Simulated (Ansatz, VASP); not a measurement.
**ScAl2Sb2As in VASP and in Ansatz**

The input INCAR:

```
ALGO = Normal
EDIFF = 1E-7
ENCUT = 520
GGA = PE
ISIF = 2
ISMEAR = 0
LASPH = True
LCHARG = True
LELF = True
LREAL = False
LVHAR = True
LWAVE = False
NBANDS = 25
NELM = 100
PREC = Accurate
SIGMA = 0.1
```

Contents of KPOINTS:

```
k-points
0
Gamma
  6 6 6
```

File POSCAR:

```
ScAl2Sb2As
1.0
    2.5217052700      1.4559072200      5.9377130700
   -2.5217052700      1.4559072200      5.9377130700
    0.0000000000     -2.9118144400      5.9377130700
Sc Al Sb As
1 2 2 1
Direct
    0.5000000000      0.5000000000      0.5000000000
    0.7150922400      0.7150922400      0.7150922400
    0.2849077600      0.2849077600      0.2849077600
    0.8417466300      0.8417466300      0.8417466300
    0.1582533700      0.1582533700      0.1582533700
    0.0000000000      0.0000000000      0.0000000000
```

Input for Ansatz:

```yaml
crystal:
  lattice:
    - [2.52170527, 1.45590722, 5.93771307]
    - [-2.52170527, 1.45590722, 5.93771307]
    - [0.0, -2.91181444, 5.93771307]
  atoms:
    - { symbol: Sc, position: [0.5, 0.5, 0.5] }
    - { symbol: Al, position: [0.71509224, 0.71509224, 0.71509224] }
    - { symbol: Al, position: [0.28490776, 0.28490776, 0.28490776] }
    - { symbol: Sb, position: [0.84174663, 0.84174663, 0.84174663] }
    - { symbol: Sb, position: [0.15825337, 0.15825337, 0.15825337] }
    - { symbol: As, position: [0.0, 0.0, 0.0] }
basis:
  ecutwfc: 420
kpoints:
  mp_grid: { grid: [6, 6, 6] }
hamiltonian:
  xc: pbe
scf:
  occupations: { method: gaussian, width: 0.1 }
  lower_state_search: "off"
output:
  forces: true
  stress: true
  eigenvalues: true
```

Alike in both runs: task single point; functional PBE; k mesh 6 × 6 × 6; occupations gaussian, width 0.1 eV; no spin polarisation.

|  | VASP | Ansatz |
| --- | --- | --- |
| version | VASP 6.6.1 | Ansatz 0.2.0 |
| potentials or method | VASP PAW PBE potentials, release 64 (Sc_sv, Al, Sb, As) | scalar-relativistic, plane waves, PAW |
| plane-wave cutoff (eV) | 520 | 420 |
| valence electrons in the cell | 32 | 62 |

```csv
,VASP,Ansatz,Ansatz less VASP
gap on the k mesh at the Fermi level (eV),none,none,-
pressure (GPa),16.3,16.0,-0.34
largest component of the traceless stress (GPa),12.49,12.27,-0.224
rms of the force components (eV/Å),2.563,2.512,-0.0511
```

Atom by atom the forces differ by 0.052 eV/Å (rms over components). A gap of «none» marks a metal or a gap that the smearing closes. The functional is the same, so the differences come from potentials, cutoffs and numerics. The two sets of potentials don't hold the same shells in valence.

Caveats: so large a pressure means that the cell lies far from this level's equilibrium, or that cutoff or potentials fall short (VASP); forces of over 1 eV/Å show positions far from the minimum, so gaps and moduli don't describe the material at rest. The runs have no spin-orbit coupling, so splittings on Sb are missing.
